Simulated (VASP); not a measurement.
The input files of a VASP run:

### INCAR
```
SYSTEM = Na
PREC = Accurate
ENCUT = 500
EDIFF = 1E-6
NELM = 100
ALGO = Normal
LREAL = .FALSE.
LASPH = .TRUE.
ISMEAR = 1
SIGMA = 0.1
LWAVE = .FALSE.
LCHARG = .FALSE.
IBRION = 2
ISIF = 3
NSW = 40
EDIFFG = -0.02
```

File KPOINTS:
```
Automatic mesh
0
Gamma
  13 13 13
```

**POSCAR**
```
Na
1
   -2.0162331459     2.0162331459     2.0162331459
    2.0162331459    -2.0162331459     2.0162331459
    2.0162331459     2.0162331459    -2.0162331459
Na
1
Direct
  0.0000000000   0.0000000000   0.0000000000
```

POTCAR, in this order: Na_pv (LDA.64 set). Program: vasp_std.

Q: Write an equivalent input for Quantum ESPRESSO's pw.x.

A: One equivalent input (not run):
```
&CONTROL
  calculation = 'vc-relax'
  pseudo_dir = './pseudo'
  outdir = './out'
  tprnfor = .true.
  tstress = .true.
  nstep = 40
  forc_conv_thr = 0.00078
/
&SYSTEM
  ibrav = 0
  nat = 1
  ntyp = 1
  ecutwfc = 88
  occupations = 'smearing'
  smearing = 'methfessel-paxton'
  degauss = 0.00735
  input_dft = 'pz'
/
&ELECTRONS
  conv_thr = 7.3e-08
  electron_maxstep = 100
/
&IONS
/
&CELL
/
ATOMIC_SPECIES
  Na 22.990 Na.upf
CELL_PARAMETERS angstrom
    -2.0162331    2.0162331    2.0162331
     2.0162331   -2.0162331    2.0162331
     2.0162331    2.0162331   -2.0162331
ATOMIC_POSITIONS crystal
  Na   0.0000000  0.0000000  0.0000000
K_POINTS automatic
  13 13 13 0 0 0
```
Limits of the translation: the potentials are each code's own (VASP's PAW set, PseudoDojo norm-conserving files in pw.x), so ENCUT and ecutwfc are chosen apart and not converted; conv_thr bounds pw.x's estimated SCF error, while EDIFF bounds the energy change between steps; forc_conv_thr acts on force components and is met together with etot_conv_thr.

The compound is Na in the bcc structure. It was relaxed first, which changed the volume by -15 %.
